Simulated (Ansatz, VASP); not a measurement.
# AgSb2: VASP beside Ansatz, part 2 of 2

Wanted: the spread between two codes on one cell, functional and k mesh. The cell is generated by rule, not measured, and may not be a known phase. The cell is taken from a series of runs on this material, whose earlier steps may have relaxed, scaled, displaced or heated it; both programs get it as it stands.

VASP 6.6.1 and Ansatz 0.2.0.

So far: The structure; Ansatz: relaxation of cell and atoms, LDA; VASP: relaxation of cell and atoms, LDA; Side by side.

## 5. VASP: zone-centre phonons, LDA

Level of this step: LDA; plane waves and PAW (Sb, Ag); invented cell (VASP).

Second derivatives magnify differences that forces hide, and they need a tight electronic threshold.

The input, INCAR:

```
SYSTEM = AgSb2
PREC = Accurate
ENCUT = 500
EDIFF = 1E-08
NELM = 120
ISMEAR = 1
SIGMA = 0.15
LREAL = .FALSE.
ALGO = Normal
GGA = PW92
NBANDS = 16
LASPH = .TRUE.
LORBIT = 11
LWAVE = .FALSE.
LCHARG = .FALSE.
ISIF = 2
IBRION = 8
GGA_COMPAT = .FALSE.
KPAR = 2
```

The input, POSCAR:

```
AgSb2
1.0
    0.0000000000      3.3540113770      3.3540113770
    3.3540113770      0.0000000000      3.3540113770
    3.3540113770      3.3540113770      0.0000000000
Sb Ag
2 1
Direct
    0.2500000000      0.2500000000      0.2500000000
    0.7500000000      0.7500000000      0.7500000000
    0.0000000000      0.0000000000      0.0000000000
```

The input, KPOINTS:

```
Automatic mesh
0
Gamma
10 10 10
0 0 0
```

The projector-augmented-wave data sets are Sb and Ag (LDA family, release 64).

Started as:

```sh
$ mpirun -np 2 vasp_std
```

Numbers of over 12 decimals in the logs are rounded to 6 here.

What it wrote:

```text
[banner, memory and clock lines left out]
running    2 mpi-ranks, on    1 nodes
[...]
[... a notice as in an earlier step ...]

 LDA part: xc-table for (Slater(with rela. corr.)+PW92), standard interpolation
 POSCAR, INCAR and KPOINTS ok, starting setup
[...]
entering main loop
       N       E                     dE             d eps       ncg     rms          rms(c)
DAV:   1     0.106301826179E+03    0.10630E+03   -0.80194E+03  1504   0.104E+03
DAV:   2    -0.980740639507E+01   -0.11611E+03   -0.11271E+03  1888   0.215E+02
DAV:   3    -0.134625726847E+02   -0.36552E+01   -0.36282E+01  1776   0.430E+01
DAV:   4    -0.134915483816E+02   -0.28976E-01   -0.28970E-01  1912   0.416E+00
[...]
DAV:  13    -0.129701868439E+02    0.45957E-06   -0.61137E-07  1768   0.730E-03    0.440E-03
DAV:  14    -0.129701867130E+02    0.13087E-06   -0.75247E-07  1688   0.965E-03    0.708E-04
DAV:  15    -0.129701867133E+02   -0.20941E-09   -0.93297E-08  1712   0.326E-03
   1 F= -.12970187E+02 E0= -.12969410E+02  d E =-.233116E-02
[...]
RMM:   8    -0.264712990890E-01    0.20732E-06   -0.58837E-08  9248   0.546E-05    0.186E-05
RMM:   9    -0.264712420458E-01    0.57043E-07   -0.33104E-08  9410   0.159E-05    0.413E-06
RMM:  10    -0.264712409143E-01    0.11315E-08   -0.25339E-08  8522   0.825E-06    0.149E-06
 first order change of Fermi-energy   0.20730E-04
 force on displaced ion       1 direction 1 :  -2.438  -0.000  -0.000
 Linear response progress:
  Degree of freedom:   2/  2
       N       E                     dE             d eps       ncg     rms          rms(c)
RMM:   1    -0.305466173922E+00   -0.30547E+00   -0.22908E-01  5415   0.370E+00
RMM:   2    -0.302419988973E+00    0.30462E-02   -0.30517E-03  4931   0.415E-01    0.737E-02
RMM:   3    -0.302263932280E+00    0.15606E-03   -0.14908E-04  5204   0.799E-02    0.409E-02
RMM:   4    -0.302281961369E+00   -0.18029E-04   -0.16566E-04  5157   0.785E-02    0.849E-03
[...]
RMM:  11    -0.302280075791E+00   -0.51950E-07   -0.43521E-09  5504   0.170E-05    0.169E-06
RMM:  12    -0.302280111630E+00   -0.35839E-07   -0.46262E-09  4822   0.111E-05    0.266E-07
RMM:  13    -0.302280108052E+00    0.35778E-08   -0.64536E-09  2055   0.942E-06    0.899E-08
 first order change of Fermi-energy  -0.16565E-03
 force on displaced ion       3 direction 1 :  -3.274   0.000   0.000
 Linear response finished
```

OUTCAR, selected parts (step 5):

```text
  Total        0.0517767      0.0517767      0.0517767      0.0000000      0.0000000      0.0000000
  in kB        1.0993131      1.0993131      1.0993131      0.0000000      0.0000000      0.0000000
  external PRESSURE =       1.0993131 kB  Pullay stress =       0.0000000 kB

 POSITION                                       TOTAL-FORCE (eV/Angst)
 -----------------------------------------------------------------------------------
      1.67701      1.67701      1.67701        -0.000000     -0.000000     -0.000000
      5.03102      5.03102      5.03102         0.000000      0.000000      0.000000
      0.00000      0.00000      0.00000        -0.000000      0.000000      0.000000
 -----------------------------------------------------------------------------------
    total drift:                               -0.000000      0.000000      0.000000

[... 1 part as in an earlier step ...]

[... 1 further part left out ...]
```

## 6. Ansatz: zone-centre phonons, LDA

The same cell, functional (in two slightly different forms), mesh and smearing now go to Ansatz, which takes its cutoff from its data sets.

The cell is taken from a series of runs on this material, whose earlier steps may have relaxed, scaled, displaced or heated it; both programs get it as it stands.

The input, input.yaml:

```yaml
crystal:
  lattice:
    - [0.0, 3.354011377, 3.354011377]
    - [3.354011377, 0.0, 3.354011377]
    - [3.354011377, 3.354011377, 0.0]
  atoms:
    - { symbol: Sb, position: [0.25, 0.25, 0.25] }
    - { symbol: Sb, position: [0.75, 0.75, 0.75] }
    - { symbol: Ag, position: [0.0, 0.0, 0.0] }
kpoints:
  mp_grid: { grid: [10, 10, 10] }
hamiltonian:
  xc: lda
scf:
  occupations: { method: methfessel_paxton, width: 0.15 }
output:
  eigenvalues: true
phonons:
  method: dfpt
```

Started as:

```sh
$ ansatz run input.yaml --threads 4 --pin off --max-ram 7168MiB --backend cpu --events-out ev --progress --plain --runs-dir out
```

What it wrote:

```text
zone centre: on kpoints.mp_grid the ground state, and the responses unless they are solved on pairs of k-points, stand on 102 of the mesh's 1000 k-points, reduced under 8 symmetry operations, with k and −k counted as one. Each operation leaves every solved displacement unchanged or reverses it
[...]
Crystal: 3 atoms, lattice volume = 75.461 Å³
[...]
k mesh reduced under 8 symmetry operations, with k and −k counted as one. Each operation leaves every solved displacement unchanged or reverses it
  ASR residual: 1.066e-4 → 0.000e0 eV/Å²; symmetrization residual: 8.845e-5 eV/Å²
  ASR residual per site (eV/Å²): 1.07e-4 1.07e-4 6.43e-5
  Γ frequencies (cm⁻¹): 0.00 0.00 0.00 82.10 82.10 82.10 109.08 109.08 109.08
  non-analytic LO–TO correction: not included (Born effective charges unavailable; polar crystals: no LO–TO splitting at Γ)
[key lines of the parts left out:]
SCF converged after 8 iterations
Free energy (F): -20129.355488 eV
Fermi energy:    11.947764 eV
```

## 7. Side by side

What differs besides the data sets and the points named for the pairs above, as far as they apply: the data sets hold 49 valence electrons in Ansatz (on its default PAW (the set named soft_2) files) and 21 in VASP. Total energies have different zeros and are not compared.

Compared:

```csv
quantity,Ansatz,VASP,difference
optical mode 1 to 3 (cm⁻¹),82.1,85.0,-3.44 %
optical mode 4 to 6 (cm⁻¹),109.1,109.2,-0.08 %
```

Modes are paired by rising frequency, not by their patterns, so a pair may set unlike modes beside each other; they are those without the splitting of longitudinal modes.

## 8. What came out

```
difference in volume (relaxation of cell and atoms, LDA)                                                          : -0.14 %
r.m.s. difference of the optical zone-centre modes, each program's sorted by frequency (zone-centre phonons, LDA) : 2.1 cm⁻¹
difference in optical mode 1 to 3 (zone-centre phonons, LDA)                                                      : -3.4 %
```

The difference in volume is -0.14 % (relaxation of cell and atoms, LDA), within the 1.2 % picked in this series as the mark of a large difference, as far as the stopping tolerances let one tell. The data sets hold unlike numbers of valence electrons (49 in Ansatz and 21 in VASP), so part of the differences comes from the potentials. Among the rows given in per cent, the largest difference of the zone-centre phonons, LDA pair is in optical mode 1 to 3, -3.4 %. 1 further run of this series is not shown here. Such differences can come from data sets, numerical settings and the points named under the comparisons, not from the functional's error against experiment.

[Lines on the potential files, build, host, timing and source positions are cut from VASP's logs without a mark.]

[Logs are printed without paths, hosts, clocks, repeated set-up lines and the standing remarks that a program may print on its own settings, such as how far it seeks lower states.]

[Hosts, paths, dates, database ids (printed as entryN), source tags and the programs' standing remarks are cut or masked in the printed files.]
